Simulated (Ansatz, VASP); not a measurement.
## NiSb2 (NiSb2 (Pnnm)): VASP beside Ansatz

Wanted: the spread between two codes on one cell, functional and k mesh. The cell is taken from a series of runs on this material, whose earlier steps may have relaxed, scaled, displaced or heated it; both programs get it as it stands.

Calculated with Ansatz 0.2.0; plane waves, with VASP 6.6.1 beside it; relaxation of cell and atoms at r2SCAN.

## Step 1: The starting structure

It takes space group Pnnm (No. 58, orthorhombic). The conventional cell has a = 5.271 Å, b = 6.300 Å, c = 3.814 Å, α = 90.00°, β = 90.00°, γ = 90.00°. Nearest to Ni lie 6 Sb at 2.54 to 2.58 Å. Nearest to Sb lie 3 Ni at 2.54 to 2.58 Å. Farther neighbours are not listed.

Structure file:

```
Ni Sb
1.0
     5.27078    0.00000    0.00000
     0.00000    6.29966    0.00000
     0.00000    0.00000    3.81377
Ni Sb
2 4
Direct
  0.00000 0.00000 0.00000
  0.50000 0.50000 0.50000
  0.21630 0.35992 0.00000
  0.78370 0.64008 0.00000
  0.71630 0.14008 0.50000
  0.28370 0.85992 0.50000
```

## Step 2: VASP: relaxation of cell and atoms, r2SCAN

The relaxed volume is the usual yardstick between codes: in a stiff, nearly cubic crystal its relative difference is about their pressure difference at one cell divided by the bulk modulus.

Lines of VASP's logs that name or quote its potential files are left out, and so is its time.

Contents of INCAR:

```
SYSTEM = NiSb2
PREC = Accurate
ENCUT = 660
EDIFF = 1E-07
NELM = 120
ISMEAR = -1
SIGMA = 0.05
LREAL = .FALSE.
ALGO = Normal
METAGGA = R2SCAN
LASPH = .TRUE.
NBANDS = 26
LORBIT = 11
LWAVE = .FALSE.
LCHARG = .FALSE.
ISIF = 3
IBRION = 2
NSW = 80
EDIFFG = -0.005
GGA_COMPAT = .FALSE.
NELMIN = 4
LMIXTAU = .TRUE.
KPAR = 2
```

Contents of POSCAR:

```
NiSb2
1.0
    5.2707780000      0.0000000000      0.0000000000
    0.0000000000      6.2996610000      0.0000000000
    0.0000000000      0.0000000000      3.8137740000
Ni Sb
2 4
Direct
    0.0000000000      0.0000000000      0.0000000000
    0.5000000000      0.5000000794      0.5000000000
    0.2163001363      0.3599165098      0.0000000000
    0.7836998637      0.6400836489      0.0000000000
    0.7163001363      0.1400835696      0.5000000000
    0.2836998637      0.8599164304      0.5000000000
```

Contents of KPOINTS:

```
Automatic mesh
0
Gamma
8 6 10
0 0 0
```

Potentials, in the order of the species: Ni and Sb (PBE family, release 64).

Launch:

```
mpirun -np 2 vasp_std
```

Numbers of over 12 decimals in the logs are rounded to 6 here.

The program printed:

```text
[banner, memory and clock lines left out]
running    2 mpi-ranks, on    1 nodes
 distrk:  each k-point on    1 cores,    2 groups
 distr:  one band on    1 cores,    1 groups

 POSCAR found type information on POSCAR NiSb
 POSCAR found :  2 types and       6 ions
|                                                                             |
|               ----> ADVICE to this user running VASP <----                  |
|                                                                             |
|     You enforced a specific xc type in the INCAR file but a different       |
|     [... a line on the potential file left out ...]
|     I HOPE YOU KNOW WHAT YOU ARE DOING!                                     |
|                                                                             |

 LDA part: xc-table for (None), standard interpolation
 POSCAR, INCAR and KPOINTS ok, starting setup
 FFT: planning ... GRIDC
 FFT: planning ... GRID_SOFT
 FFT: planning ... GRID
 WAVECAR not read
 entering main loop
       N       E                     dE             d eps       ncg     rms          rms(c)
DAV:   1     0.174481607145E+03    0.17448E+03   -0.18858E+04  6240   0.179E+03
DAV:   2    -0.111071896930E+03   -0.28555E+03   -0.27937E+03  6436   0.350E+02
DAV:   3    -0.133899195811E+03   -0.22827E+02   -0.22069E+02  7766   0.113E+02
DAV:   4    -0.134586299547E+03   -0.68710E+00   -0.68184E+00  7064   0.178E+01
DAV:   5    -0.134603069416E+03   -0.16770E-01   -0.16756E-01  8406   0.321E+00    0.155E+01
DAV:   6    -0.137660853929E+03   -0.30578E+01   -0.68700E+01  6588   0.148E+02    0.270E+01
DAV:   7    -0.128287529137E+03    0.93733E+01   -0.16660E+01  7446   0.850E+01    0.680E+00
DAV:   8    -0.127596889744E+03    0.69064E+00   -0.46145E+00  8622   0.305E+01    0.455E+00
DAV:   9    -0.127576671707E+03    0.20218E-01   -0.12039E+00  8268   0.117E+01    0.135E+00
DAV:  10    -0.127871581505E+03   -0.29491E+00   -0.17282E-01  6362   0.278E+00    0.779E-01
DAV:  11    -0.127851198392E+03    0.20383E-01   -0.28267E-02  6448   0.108E+00    0.409E-01
DAV:  12    -0.127889257900E+03   -0.38060E-01   -0.63057E-02  6322   0.173E+00    0.988E-02
DAV:  13    -0.127891995570E+03   -0.27377E-02   -0.28117E-03  6758   0.443E-01    0.681E-02
DAV:  14    -0.127892557781E+03   -0.56221E-03   -0.70869E-04  6422   0.179E-01    0.207E-02
DAV:  15    -0.127892652649E+03   -0.94868E-04   -0.17124E-04  7056   0.148E-01    0.108E-02
DAV:  16    -0.127892657491E+03   -0.48418E-05   -0.39680E-05  6672   0.777E-02    0.763E-03
DAV:  17    -0.127892664098E+03   -0.66067E-05   -0.70601E-06  6498   0.348E-02    0.298E-03
DAV:  18    -0.127892666218E+03   -0.21199E-05   -0.21058E-06  6340   0.126E-02    0.107E-03
DAV:  19    -0.127892666298E+03   -0.80326E-07   -0.12009E-07  3562   0.444E-03
   1 F= -.12789267E+03 E0= -.12788268E+03  d E =-.127893E+03
[... from here on, the cycles between the ionic steps are left out ...]
   2 F= -.12789599E+03 E0= -.12788605E+03  d E =-.331901E-02
   3 F= -.12789839E+03 E0= -.12788813E+03  d E =-.572001E-02
   4 F= -.12789963E+03 E0= -.12788939E+03  d E =-.124837E-02
   5 F= -.12789964E+03 E0= -.12788940E+03  d E =-.125051E-02
   6 F= -.12789990E+03 E0= -.12788957E+03  d E =-.262170E-03
   7 F= -.12789994E+03 E0= -.12788964E+03  d E =-.307288E-03
   8 F= -.12789994E+03 E0= -.12788964E+03  d E =-.306938E-03
   9 F= -.12789999E+03 E0= -.12788964E+03  d E =-.498027E-04
  10 F= -.12789999E+03 E0= -.12788963E+03  d E =-.509094E-04
 curvature:  -1.08 expect dE=-0.242E-04 dE for cont linesearch -0.402E-07
 trial: gam= 0.23124 g(F)=  0.415E-05 g(S)=  0.182E-04 ort = 0.193E-05 (trialstep = 0.132E+01)
 search vector abs. value=  0.286E-04
 bond charge predicted
       N       E                     dE             d eps       ncg     rms          rms(c)
DAV:   1    -0.127900084143E+03   -0.89501E-04   -0.23002E-03  6962   0.412E-01    0.811E-02
DAV:   2    -0.127900267042E+03   -0.18290E-03   -0.15303E-03  6942   0.709E-01    0.153E-01
DAV:   3    -0.127900013631E+03    0.25341E-03   -0.81860E-04  6590   0.546E-01    0.248E-02
DAV:   4    -0.127900015301E+03   -0.16697E-05   -0.48299E-05  8302   0.618E-02    0.146E-02
DAV:   5    -0.127900013998E+03    0.13028E-05   -0.89234E-06  7842   0.482E-02    0.288E-03
DAV:   6    -0.127900014096E+03   -0.98022E-07   -0.18417E-06  6856   0.105E-02    0.250E-03
DAV:   7    -0.127900014109E+03   -0.13024E-07   -0.38336E-07  5100   0.758E-03
  11 F= -.12790001E+03 E0= -.12788964E+03  d E =-.194426E-04
 trial-energy change:   -0.000019  1 .order   -0.000016   -0.000030   -0.000002
 step:   1.3673(harm=  1.4067)  dis= 0.00008  next Energy=  -127.900014 (dE=-0.195E-04)
 reached required accuracy - stopping structural energy minimisation
```

Parts of OUTCAR (step 2):

```text
ion  position               nearest neighbor table
   1  0.000  0.000  0.000-   4 2.54   3 2.54   5 2.58   6 2.58   5 2.58   6 2.58
   2  0.500  0.500  0.500-   6 2.54   5 2.54   4 2.58   4 2.58   3 2.58   3 2.58
   3  0.216  0.360  0.000-   1 2.54   2 2.58   2 2.58   4 2.88   4 3.47   5 3.54   5 3.54   5 3.54
                             5 3.54   6 3.70   6 3.70   6 3.70   6 3.70
   4  0.784  0.640  0.000-   1 2.54   2 2.58   2 2.58   3 2.88   3 3.47   6 3.54   6 3.54   6 3.54
                             6 3.54   5 3.70   5 3.70   5 3.70   5 3.70
   5  0.716  0.140  0.500-   2 2.54   1 2.58   1 2.58   6 2.88   6 3.47   3 3.54   3 3.54   3 3.54
                             3 3.54   4 3.70   4 3.70   4 3.70   4 3.70
   6  0.284  0.860  0.500-   2 2.54   1 2.58   1 2.58   5 2.88   5 3.47   4 3.54   4 3.54   4 3.54
                             4 3.54   3 3.70   3 3.70   3 3.70   3 3.70

  LATTYP: Found a simple orthorhombic cell.
 ALAT       =     3.8137740000
 B/A-ratio  =     1.3820373205
 C/A-ratio  =     1.6518181203

 Subroutine GETGRP returns: Found  8 space group operations
 (whereof  4 operations were pure point group operations)

The static configuration has the point symmetry C_2h.
 The point group associated with its full space group is D_2h.

 Found    120 irreducible k-points:

   k-points           NKPTS =    120   k-points in BZ     NKDIM =    120   number of bands    NBANDS=     26

   dimension x,y,z NGX =    48 NGY =   54 NGZ =   32
   dimension x,y,z NGXF=    96 NGYF=  108 NGZF=   64

   ENCUT  =  660.0 eV  48.51 Ry    6.96 a.u.  11.04 13.20  7.99*2*pi/ulx,y,z

   NELECT =      40.0000    total number of electrons

 k-points in reciprocal lattice and weights: Automatic mesh
   0.00000000  0.00000000  0.00000000       0.002
   0.12500000  0.00000000  0.00000000       0.004
   0.25000000  0.00000000  0.00000000       0.004
   0.37500000  0.00000000  0.00000000       0.004
   0.50000000  0.00000000  0.00000000       0.002
   0.00000000  0.16666667  0.00000000       0.004
   0.12500000  0.16666667  0.00000000       0.008
   0.25000000  0.16666667  0.00000000       0.008
   0.37500000  0.16666667  0.00000000       0.008
[...]
0.37500000  0.50000000  0.50000000       0.004
   0.50000000  0.50000000  0.50000000       0.002

 average (electrostatic) potential at core
       1 -88.2763       2 -88.2763       3 -89.2347       4 -89.2347       5 -89.2347
       6 -89.2347

 E-fermi :   8.6536

 k-point     1 :       0.0000    0.0000    0.0000
  band No.  band energies     occupation
    ...
     16       6.4238      2.00000
     17       6.5943      2.00000
     18       6.8665      2.00000
     19       7.2981      2.00000
     20       8.3425      1.99604
     21      10.1268      0.00000
     22      11.4736      0.00000
     23      11.6289      0.00000
     24      12.0962      0.00000
     25      12.3951      0.00000
    ...

 k-point     2 :       0.1250    0.0000    0.0000
  band No.  band energies     occupation
    ...
     15       6.3860      2.00000
     16       6.5776      2.00000
     17       6.7243      2.00000
     18       6.9021      2.00000
     19       7.9084      2.00000
     20       8.7292      0.36151
     21      10.1731      0.00000
     22      11.4674      0.00000
     23      11.6907      0.00000
     24      11.8582      0.00000
    ...

 k-point     3 :       0.2500    0.0000    0.0000
  band No.  band energies     occupation
    ...
     14       6.2593      2.00000
     15       6.4259      2.00000
     16       6.5536      2.00000
     17       7.0355      2.00000
     18       7.2185      2.00000
     19       8.9583      0.00450
     20       9.5721      0.00000
     21      10.1500      0.00000
     22      11.0635      0.00000
     23      11.4363      0.00000
    ...

  Total        0.0111302      0.0148631      0.0239351      0.0000000      0.0000000      0.0000000
  in kB        0.1407665      0.1879769      0.3027129      0.0000000      0.0000000      0.0000000
  external PRESSURE =       0.2104854 kB  Pullay stress =       0.0000000 kB

  energy-cutoff  :      660.00
  volume of cell :      126.68
      direct lattice vectors                 reciprocal lattice vectors
     5.200444614  0.000000000  0.000000000     0.192291251 -0.000000000  0.000000000
     0.000000000  6.308627231  0.000000000    -0.000000000  0.158513091  0.000000000
     0.000000000  0.000000000  3.861345502     0.000000000  0.000000000  0.258977084

 POSITION                                       TOTAL-FORCE (eV/Angst)
 -----------------------------------------------------------------------------------
      0.00000      0.00000      0.00000        -0.000000      0.000000      0.000000
      2.60022      3.15431      1.93067         0.000000      0.000000      0.000000
      1.14157      2.26758      0.00000         0.000655     -0.001025      0.000000
      4.05887      4.04105      0.00000        -0.000655      0.001025      0.000000
      3.74180      0.88673      1.93067         0.000655      0.001025      0.000000
      1.45865      5.42189      1.93067        -0.000655     -0.001025      0.000000
 -----------------------------------------------------------------------------------
    total drift:                                0.000090     -0.000150      0.000001

  FREE ENERGIE OF THE ION-ELECTRON SYSTEM (eV)
  ---------------------------------------------------
  free  energy   TOTEN  =      -127.9000141091 eV

  energy  without entropy=     -127.8792652886  energy(sigma->0) =     -127.88963970

 reached required accuracy - stopping structural energy minimisation

 total charge
# of ion       s       p       d       tot
------------------------------------------
    1        0.478   0.550   8.406   9.435
    2        0.478   0.550   8.406   9.435
    3        1.148   1.206   0.056   2.410
    4        1.148   1.206   0.056   2.410
    5        1.148   1.206   0.056   2.410
    6        1.148   1.206   0.056   2.410
--------------------------------------------------
tot          5.548   5.925  17.038  28.511

[... 3 further parts left out ...]
```

CONTCAR:

```
NiSb2
   1.00000000000000
     5.2004446143482710    0.0000000000000000    0.0000000000000000
     0.0000000000000000    6.3086272309561338    0.0000000000000000
     0.0000000000000000    0.0000000000000000    3.8613455019096752
  Ni              Sb
     2     4
Direct
     0.0000000000000000    0.0000000000000000    0.0000000000000000
     0.5000000000000000    0.5000000794000030    0.5000000000000000
     0.2195146412272038    0.3594413658566082    0.0000000000000000
     0.7804853587727962    0.6405587928433959    0.0000000000000000
     0.7195146412272038    0.1405587135433948    0.5000000000000000
     0.2804853587727961    0.8594412864566053    0.5000000000000000
```

This run has no spin polarisation, so a moment on Ni, if there is one, isn't seen. The run keeps the 8 symmetry operations of its start, so it cannot find a distortion of lower symmetry.

(Part 1 of 2 ends here.)

[Lines on the potential files, build, host, timing and source positions are cut from VASP's logs without a mark.]

[Logs are printed without paths, hosts, clocks, repeated set-up lines and the standing remarks that a program may print on its own settings, such as how far it seeks lower states.]

[Hosts, paths, dates, database ids (printed as entryN), source tags and the programs' standing remarks are cut or masked in the printed files.]
